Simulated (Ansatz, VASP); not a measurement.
# Zr3Tl: VASP beside Ansatz

Wanted: the spread between two codes on one cell, functional and k mesh. The cell is taken from a series of runs on this material, whose earlier steps may have relaxed, scaled, displaced or heated it; both programs get it as it stands.

Program: Ansatz 0.2.0. Level of theory: plane waves, with VASP 6.6.1 beside it; zone-centre phonons at PBEsol. Results are calculated unless marked as measured.

## Step 1: Starting point

It takes space group Pm-3m (No. 221, cubic). The conventional cell has a = 4.419 Å, b = 4.419 Å, c = 4.419 Å, α = 90.00°, β = 90.00°, γ = 90.00°. Nearest to Zr lie 4 Tl at 3.12 Å and 8 Zr at 3.12 Å. Nearest to Tl lie 12 Zr at 3.12 Å. Farther neighbours are not listed.

## Step 2: VASP: zone-centre phonons, PBEsol

Second derivatives magnify differences that forces hide, and they need a tight electronic threshold.

Lines of VASP's logs that name or quote its potential files are left out, and so is its time.

File INCAR:

```
SYSTEM = Zr3Tl
PREC = Accurate
ENCUT = 500
EDIFF = 1E-08
NELM = 120
ISMEAR = 1
SIGMA = 0.15
LREAL = .FALSE.
ALGO = Normal
GGA = PS
NBANDS = 30
LASPH = .TRUE.
LORBIT = 11
LWAVE = .FALSE.
LCHARG = .FALSE.
ISIF = 2
IBRION = 8
GGA_COMPAT = .FALSE.
KPAR = 2
```

File POSCAR:

```
Zr3Tl
1.0
    4.4190804967      0.0000000000      0.0000000000
    0.0000000000      4.4190804967      0.0000000000
    0.0000000000      0.0000000000      4.4190804967
Zr Tl
3 1
Direct
    0.0000000000      0.5000000000      0.5000000000
    0.5000000000      0.0000000000      0.5000000000
    0.5000000000      0.5000000000      0.0000000000
    0.0000000000      0.0000000000      0.0000000000
```

File KPOINTS:

```
Automatic mesh
0
Gamma
8 8 8
0 0 0
```

PAW data sets: Zr_sv and Tl_d (PBE family, release 64).

Command:

```bash
$ mpirun -np 2 vasp_std
```

Numbers of over 12 decimals in the logs are rounded to 6 here.

Log:

```text
[banner, memory and clock lines left out]
running    2 mpi-ranks, on    1 nodes
 distrk:  each k-point on    1 cores,    2 groups
 distr:  one band on    1 cores,    1 groups

 POSCAR found type information on POSCAR ZrTl
 POSCAR found :  2 types and       4 ions
|                                                                             |
|               ----> ADVICE to this user running VASP <----                  |
|                                                                             |
|     You enforced a specific xc type in the INCAR file but a different       |
|     [... a line on the potential file left out ...]
|     I HOPE YOU KNOW WHAT YOU ARE DOING!                                     |
|                                                                             |

 LDA part: xc-table for (Slater+PW92), standard interpolation
 POSCAR, INCAR and KPOINTS ok, starting setup
 FFT: planning ... GRIDC
 FFT: planning ... GRID_SOFT
 FFT: planning ... GRID
 WAVECAR not read
 entering main loop
       N       E                     dE             d eps       ncg     rms          rms(c)
DAV:   1     0.452642193684E+03    0.45264E+03   -0.25525E+04  2108   0.156E+03
DAV:   2     0.379061975669E+01   -0.44885E+03   -0.43887E+03  2326   0.455E+02
DAV:   3    -0.302600478157E+02   -0.34051E+02   -0.33050E+02  3608   0.907E+01
DAV:   4    -0.319776169806E+02   -0.17176E+01   -0.17104E+01  2976   0.195E+01
DAV:   5    -0.320439901302E+02   -0.66373E-01   -0.66357E-01  3026   0.325E+00    0.208E+01
DAV:   6    -0.308301081067E+02    0.12139E+01   -0.19525E+00  2232   0.917E+00    0.883E+00
DAV:   7    -0.306163157067E+02    0.21379E+00   -0.11592E+00  2804   0.608E+00    0.196E+00
DAV:   8    -0.306205118276E+02   -0.41961E-02   -0.92588E-02  2686   0.167E+00    0.698E-01
DAV:   9    -0.306207968479E+02   -0.28502E-03   -0.61018E-03  2846   0.536E-01    0.858E-02
DAV:  10    -0.306206741536E+02    0.12269E-03   -0.36765E-04  2892   0.108E-01    0.520E-02
DAV:  11    -0.306206692313E+02    0.49222E-05   -0.20057E-05  2742   0.349E-02    0.264E-02
DAV:  12    -0.306206697238E+02   -0.49242E-06   -0.16251E-05  2540   0.281E-02    0.211E-03
DAV:  13    -0.306206697771E+02   -0.53367E-07   -0.12160E-06  3326   0.533E-03    0.249E-03
DAV:  14    -0.306206696222E+02    0.15494E-06   -0.33706E-08  2016   0.147E-03    0.805E-04
DAV:  15    -0.306206695439E+02    0.78278E-07   -0.10629E-08  1644   0.906E-04    0.779E-05
DAV:  16    -0.306206695494E+02   -0.54733E-08   -0.20070E-09  1608   0.271E-04
   1 F= -.30620670E+02 E0= -.30621855E+02  d E =0.355692E-02
 Linear response reoptimize wavefunctions to high precision
DAV:   1    -0.306206695440E+02    0.53606E-08   -0.78323E-10  1626   0.152E-04
DAV:   2    -0.306206695440E+02   -0.72760E-11   -0.31860E-10  1554   0.830E-05
 Linear response DOF=           3
 Linear response progress:
  Degree of freedom:   1/  3
       N       E                     dE             d eps       ncg     rms          rms(c)
RMM:   1    -0.720312321508E+00   -0.72031E+00    0.34242E+00  5608   0.103E+01
RMM:   2    -0.662387334354E+00    0.57925E-01   -0.26549E-01  7349   0.198E+00    0.230E-01
RMM:   3    -0.664278376464E+00   -0.18910E-02   -0.45323E-02  8671   0.675E-01    0.800E-02
RMM:   4    -0.666769920937E+00   -0.24915E-02   -0.65306E-03  9488   0.242E-01    0.409E-02
RMM:   5    -0.667047705431E+00   -0.27778E-03   -0.12722E-03  9742   0.105E-01    0.197E-02
RMM:   6    -0.666908594921E+00    0.13911E-03   -0.28428E-04 10081   0.474E-02    0.673E-03
RMM:   7    -0.666883736434E+00    0.24858E-04   -0.81127E-05 10576   0.224E-02    0.273E-03
RMM:   8    -0.666884163167E+00   -0.42673E-06   -0.34946E-05 10578   0.120E-02    0.153E-03
RMM:   9    -0.666891124256E+00   -0.69611E-05   -0.17802E-05 10525   0.743E-03    0.445E-04
RMM:  10    -0.666895759520E+00   -0.46353E-05   -0.12402E-05 10983   0.477E-03    0.275E-04
RMM:  11    -0.666899613297E+00   -0.38538E-05   -0.88903E-06 10608   0.311E-03    0.928E-05
RMM:  12    -0.666900504233E+00   -0.89094E-06   -0.72533E-06 11172   0.232E-03    0.107E-04
RMM:  13    -0.666897923033E+00    0.25812E-05   -0.59609E-06  9849   0.185E-03    0.268E-04
RMM:  14    -0.666901627807E+00   -0.37048E-05   -0.50727E-06  9607   0.159E-03    0.146E-04
[...]
RMM:  31    -0.666913537747E+00   -0.55105E-07   -0.13443E-06 10389   0.385E-04    0.616E-05
RMM:  32    -0.666913584496E+00   -0.46749E-07   -0.12624E-06 10341   0.374E-04    0.670E-05
RMM:  33    -0.666913611637E+00   -0.27142E-07   -0.11903E-06  9973   0.363E-04    0.737E-05
RMM:  34    -0.666913657183E+00   -0.45546E-07   -0.11200E-06 10413   0.354E-04    0.783E-05
RMM:  35    -0.666913683721E+00   -0.26537E-07   -0.10584E-06  9984   0.345E-04    0.842E-05
RMM:  36    -0.666913706170E+00   -0.22450E-07   -0.99566E-07  9943   0.337E-04    0.887E-05
RMM:  37    -0.666913725632E+00   -0.19462E-07   -0.94950E-07  9930   0.330E-04    0.941E-05
RMM:  38    -0.666913756488E+00   -0.30855E-07   -0.89210E-07 10292   0.322E-04    0.977E-05
 first order change of Fermi-energy   0.12346E-04
 force on displaced ion       1 direction 1 :  -5.937   0.000   0.000
 Linear response progress:
  Degree of freedom:   2/  3
       N       E                     dE             d eps       ncg     rms          rms(c)
RMM:   1    -0.747235522211E+00   -0.74724E+00    0.28472E+00  9030   0.103E+01
RMM:   2    -0.694395805621E+00    0.52840E-01   -0.22668E-01 12355   0.197E+00    0.230E-01
RMM:   3    -0.697517778094E+00   -0.31220E-02   -0.44189E-02 14654   0.653E-01    0.671E-02
RMM:   4    -0.700467543526E+00   -0.29498E-02   -0.67619E-03 15870   0.246E-01    0.328E-02
RMM:   5    -0.700847778872E+00   -0.38024E-03   -0.11418E-03 16465   0.983E-02    0.209E-02
RMM:   6    -0.700778468916E+00    0.69310E-04   -0.24111E-04 17413   0.454E-02    0.519E-03
RMM:   7    -0.700731720726E+00    0.46748E-04   -0.77352E-05 18102   0.212E-02    0.126E-03
RMM:   8    -0.700730764320E+00    0.95641E-06   -0.37619E-05 17924   0.112E-02    0.905E-04
RMM:   9    -0.700735384371E+00   -0.46201E-05   -0.17017E-05 18051   0.680E-03    0.562E-04
RMM:  10    -0.700742619165E+00   -0.72348E-05   -0.95835E-06 18155   0.468E-03    0.154E-04
RMM:  11    -0.700743999282E+00   -0.13801E-05   -0.15009E-06 18574   0.306E-03    0.103E-04
RMM:  12    -0.700746719156E+00   -0.27199E-05   -0.68395E-06 18435   0.234E-03    0.906E-05
RMM:  13    -0.700748477898E+00   -0.17587E-05   -0.21524E-06 17845   0.185E-03    0.747E-05
RMM:  14    -0.700748422305E+00    0.55593E-07   -0.31234E-06 18302   0.152E-03    0.470E-05
RMM:  15    -0.700749086619E+00   -0.66431E-06   -0.19035E-06 18121   0.128E-03    0.397E-05
RMM:  16    -0.700748331602E+00    0.75502E-06   -0.18760E-06 17448   0.112E-03    0.955E-05
RMM:  17    -0.700749368547E+00   -0.10369E-05   -0.13617E-06 17056   0.100E-03    0.698E-05
RMM:  18    -0.700749662200E+00   -0.29365E-06   -0.12043E-06 18819   0.865E-04    0.756E-05
RMM:  19    -0.700749677258E+00   -0.15058E-07   -0.93518E-07 18522   0.771E-04    0.882E-05
RMM:  20    -0.700750115278E+00   -0.43802E-06   -0.80077E-07 17396   0.713E-04    0.818E-05
 first order change of Fermi-energy   0.41794E-03
 force on displaced ion       1 direction 2 :   0.000  -7.972   0.000
 Linear response progress:
  Degree of freedom:   3/  3
       N       E                     dE             d eps       ncg     rms          rms(c)
RMM:   1    -0.339345017344E+00   -0.33935E+00   -0.18298E-01  7633   0.233E+00
RMM:   2    -0.339295445855E+00    0.49571E-04   -0.67335E-03  8019   0.351E-01    0.699E-02
RMM:   3    -0.339141753210E+00    0.15369E-03   -0.82705E-04  8174   0.103E-01    0.382E-02
RMM:   4    -0.339066655459E+00    0.75098E-04   -0.20285E-04  8977   0.492E-02    0.139E-02
RMM:   5    -0.339056729965E+00    0.99255E-05   -0.45298E-05  9380   0.216E-02    0.482E-03
RMM:   6    -0.339043329815E+00    0.13400E-04   -0.11584E-05  9564   0.917E-03    0.996E-04
RMM:   7    -0.339036693691E+00    0.66361E-05   -0.34035E-06 10157   0.444E-03    0.460E-04
RMM:   8    -0.339030841274E+00    0.58524E-05   -0.11255E-06 10254   0.228E-03    0.184E-04
RMM:   9    -0.339027777055E+00    0.30642E-05    0.19371E-07 10570   0.127E-03    0.736E-05
RMM:  10    -0.339027644820E+00    0.13224E-06    0.49887E-07 10537   0.771E-04    0.452E-05
RMM:  11    -0.339027555994E+00    0.88826E-07    0.16449E-07 10862   0.502E-04    0.179E-05
RMM:  12    -0.339027668226E+00   -0.11223E-06    0.23651E-07 10940   0.341E-04    0.184E-05
RMM:  13    -0.339027665764E+00    0.24619E-08    0.22277E-07 10759   0.257E-04    0.658E-06
RMM:  14    -0.339027713353E+00   -0.47589E-07    0.44616E-08 10968   0.204E-04    0.524E-06
RMM:  15    -0.339027693643E+00    0.19710E-07    0.22484E-08 10925   0.174E-04    0.490E-06
RMM:  16    -0.339027713188E+00   -0.19545E-07   -0.91043E-09 10815   0.155E-04    0.126E-06
RMM:  17    -0.339027712148E+00    0.10400E-08   -0.12274E-08 10440   0.142E-04    0.309E-06
 first order change of Fermi-energy  -0.21691E-03
 force on displaced ion       4 direction 1 :  -7.202   0.000   0.000
 Linear response finished
```

From OUTCAR (step 2):

```text
ion  position               nearest neighbor table
   1  0.000  0.500  0.500-   2 3.12   3 3.12   4 3.12   3 3.12   4 3.12   2 3.12   4 3.12   4 3.12
                             2 3.12   3 3.12   3 3.12   2 3.12
   2  0.500  0.000  0.500-   1 3.12   3 3.12   4 3.12   3 3.12   4 3.12   1 3.12   3 3.12   3 3.12
                             1 3.12   4 3.12   4 3.12   1 3.12
   3  0.500  0.500  0.000-   1 3.12   2 3.12   4 3.12   1 3.12   2 3.12   2 3.12   4 3.12   2 3.12
                             1 3.12   4 3.12   1 3.12   4 3.12
   4  0.000  0.000  0.000-   1 3.12   2 3.12   3 3.12   1 3.12   2 3.12   1 3.12   3 3.12   1 3.12
                             2 3.12   3 3.12   2 3.12   3 3.12

  LATTYP: Found a simple cubic cell.
 ALAT       =     4.4190804967

 Subroutine GETGRP returns: Found 48 space group operations
 (whereof 48 operations were pure point group operations)

The static configuration has the point symmetry O_h .

 Found     35 irreducible k-points:

   k-points           NKPTS =     35   k-points in BZ     NKDIM =     35   number of bands    NBANDS=     30

   dimension x,y,z NGX =    32 NGY =   32 NGZ =   32
   dimension x,y,z NGXF=    64 NGYF=   64 NGZF=   64

   ENCUT  =  500.0 eV  36.75 Ry    6.06 a.u.   8.06  8.06  8.06*2*pi/ulx,y,z

   NELECT =      49.0000    total number of electrons

 k-points in reciprocal lattice and weights: Automatic mesh
   0.00000000  0.00000000  0.00000000       0.002
   0.12500000  0.00000000  0.00000000       0.012
   0.25000000  0.00000000  0.00000000       0.012
   0.37500000  0.00000000  0.00000000       0.012
   0.50000000  0.00000000  0.00000000       0.006
   0.12500000  0.12500000  0.00000000       0.023
   0.25000000  0.12500000  0.00000000       0.047
   0.37500000  0.12500000  0.00000000       0.047
   0.50000000  0.12500000  0.00000000       0.023
[...]
0.50000000  0.50000000  0.37500000       0.012
   0.50000000  0.50000000  0.50000000       0.002

 average (electrostatic) potential at core
       1 -73.5296       2 -73.5296       3 -73.5296       4 -79.6640

  Total        0.0313519      0.0313519      0.0313519     -0.0000000      0.0000000     -0.0000000
  in kB        0.5820756      0.5820756      0.5820756     -0.0000000      0.0000000     -0.0000000
  external PRESSURE =       0.5820756 kB  Pullay stress =       0.0000000 kB

  energy-cutoff  :      500.00
  volume of cell :       86.30
      direct lattice vectors                 reciprocal lattice vectors
     4.419080497  0.000000000  0.000000000     0.226291420  0.000000000  0.000000000
     0.000000000  4.419080497  0.000000000     0.000000000  0.226291420  0.000000000
     0.000000000  0.000000000  4.419080497     0.000000000  0.000000000  0.226291420

 POSITION                                       TOTAL-FORCE (eV/Angst)
 -----------------------------------------------------------------------------------
      0.00000      2.20954      2.20954         0.000000      0.000000      0.000000
      2.20954      0.00000      2.20954         0.000000      0.000000      0.000000
      2.20954      2.20954      0.00000         0.000000      0.000000      0.000000
      0.00000      0.00000      0.00000         0.000000      0.000000      0.000000
 -----------------------------------------------------------------------------------
    total drift:                                0.000000     -0.000000     -0.000000

 Eigenvectors and eigenvalues of the dynamical matrix
 ----------------------------------------------------

   1 f  =    5.407037 THz    33.973416 2PiTHz  180.359341 cm-1    22.361698 meV
             X         Y         Z           dx          dy          dz
      0.000000  2.209540  2.209540    -0.000000   -0.000000    0.526393
      2.209540  0.000000  2.209540     0.000000    0.000000    0.526393
      2.209540  2.209540  0.000000     0.000000   -0.000000   -0.593447
      0.000000  0.000000  0.000000     0.000000   -0.000000   -0.306010

   2 f  =    5.407037 THz    33.973416 2PiTHz  180.359341 cm-1    22.361698 meV
             X         Y         Z           dx          dy          dz
      0.000000  2.209540  2.209540    -0.510988    0.267682    0.000000
      2.209540  0.000000  2.209540     0.453250   -0.301780   -0.000000
      2.209540  2.209540  0.000000     0.453250    0.267682    0.000000
      0.000000  0.000000  0.000000    -0.263489   -0.155612    0.000000

   3 f  =    5.407037 THz    33.973416 2PiTHz  180.359341 cm-1    22.361698 meV
             X         Y         Z           dx          dy          dz
      0.000000  2.209540  2.209540     0.301780    0.453250    0.000000
      2.209540  0.000000  2.209540    -0.267682   -0.510988    0.000000
      2.209540  2.209540  0.000000    -0.267682    0.453250   -0.000000
      0.000000  0.000000  0.000000     0.155612   -0.263489   -0.000000

   4 f  =    5.071537 THz    31.865406 2PiTHz  169.168264 cm-1    20.974182 meV
             X         Y         Z           dx          dy          dz
      0.000000  2.209540  2.209540    -0.000000   -0.079772   -0.264869
      2.209540  0.000000  2.209540     0.650754   -0.000000    0.264869
      2.209540  2.209540  0.000000    -0.650754    0.079772    0.000000
      0.000000  0.000000  0.000000    -0.000000    0.000000    0.000000

   5 f  =    5.071537 THz    31.865406 2PiTHz  169.168264 cm-1    20.974182 meV
             X         Y         Z           dx          dy          dz
      0.000000  2.209540  2.209540     0.000000   -0.608728   -0.300984
      2.209540  0.000000  2.209540    -0.197126    0.000000    0.300984
      2.209540  2.209540  0.000000     0.197126    0.608728   -0.000000
      0.000000  0.000000  0.000000     0.000000   -0.000000    0.000000

   6 f  =    5.071537 THz    31.865406 2PiTHz  169.168264 cm-1    20.974182 meV
             X         Y         Z           dx          dy          dz
      0.000000  2.209540  2.209540     0.000000   -0.350837    0.582454
      2.209540  0.000000  2.209540     0.194063    0.000000   -0.582454
      2.209540  2.209540  0.000000    -0.194063    0.350837   -0.000000
      0.000000  0.000000  0.000000     0.000000    0.000000    0.000000

   7 f  =    3.504099 THz    22.016904 2PiTHz  116.884162 cm-1    14.491783 meV
             X         Y         Z           dx          dy          dz
      0.000000  2.209540  2.209540    -0.031878   -0.179678   -0.004194
      2.209540  0.000000  2.209540    -0.008487   -0.674933   -0.004194
      2.209540  2.209540  0.000000    -0.008487   -0.179678   -0.015754
      0.000000  0.000000  0.000000     0.032625    0.690746    0.016123

   8 f  =    3.504099 THz    22.016904 2PiTHz  116.884162 cm-1    14.491783 meV
             X         Y         Z           dx          dy          dz
      0.000000  2.209540  2.209540    -0.236727    0.006907   -0.168388
      2.209540  0.000000  2.209540    -0.063020    0.025945   -0.168388
      2.209540  2.209540  0.000000    -0.063020    0.006907   -0.632524
      0.000000  0.000000  0.000000     0.242273   -0.026553    0.647343

   9 f  =    3.504099 THz    22.016904 2PiTHz  116.884162 cm-1    14.491783 meV
             X         Y         Z           dx          dy          dz
      0.000000  2.209540  2.209540    -0.632252    0.006473    0.063259
      2.209540  0.000000  2.209540    -0.168316    0.024316    0.063259
      2.209540  2.209540  0.000000    -0.168316    0.006473    0.237623
      0.000000  0.000000  0.000000     0.647065   -0.024886   -0.243190

  10 f/i=    0.003130 THz     0.019663 2PiTHz    0.104390 cm-1     0.012943 meV
             X         Y         Z           dx          dy          dz
      0.000000  2.209540  2.209540     0.106617   -0.349799    0.238410
      2.209540  0.000000  2.209540     0.106482   -0.350244    0.238410
      2.209540  2.209540  0.000000     0.106482   -0.349799    0.238713
      0.000000  0.000000  0.000000     0.159573   -0.524207    0.357279

  11 f/i=    0.003130 THz     0.019663 2PiTHz    0.104390 cm-1     0.012943 meV
             X         Y         Z           dx          dy          dz
      0.000000  2.209540  2.209540     0.157953   -0.195339   -0.357063
      2.209540  0.000000  2.209540     0.157752   -0.195587   -0.357063
      2.209540  2.209540  0.000000     0.157752   -0.195339   -0.357517
      0.000000  0.000000  0.000000     0.236407   -0.292734   -0.535092

  12 f/i=    0.003130 THz     0.019663 2PiTHz    0.104390 cm-1     0.012943 meV
             X         Y         Z           dx          dy          dz
      0.000000  2.209540  2.209540    -0.393326   -0.173263   -0.078766
      2.209540  0.000000  2.209540    -0.392827   -0.173484   -0.078766
      2.209540  2.209540  0.000000    -0.392827   -0.173263   -0.078866
      0.000000  0.000000  0.000000    -0.588687   -0.259651   -0.118038

 ELASTIC MODULI CONTR FROM IONIC RELAXATION (kBar)
 Direction    XX          YY          ZZ          XY          YZ          ZX
 --------------------------------------------------------------------------------
 XX           0.0000      0.0000      0.0000      0.0000      0.0000      0.0000
 YY           0.0000      0.0000      0.0000      0.0000      0.0000      0.0000
 ZZ           0.0000      0.0000      0.0000      0.0000      0.0000      0.0000
 XY           0.0000      0.0000      0.0000      0.0000      0.0000      0.0000
 YZ           0.0000      0.0000      0.0000      0.0000      0.0000      0.0000
 ZX           0.0000      0.0000      0.0000      0.0000      0.0000      0.0000
 --------------------------------------------------------------------------------
```

(Part 1 of 2 ends here.)

[Lines on the potential files, build, host, timing and source positions are cut from VASP's logs without a mark.]

[Logs are printed without paths, hosts, clocks, repeated set-up lines and the standing remarks that a program may print on its own settings, such as how far it seeks lower states.]

[Hosts, paths, dates, database ids (printed as entryN), source tags and the programs' standing remarks are cut or masked in the printed files.]
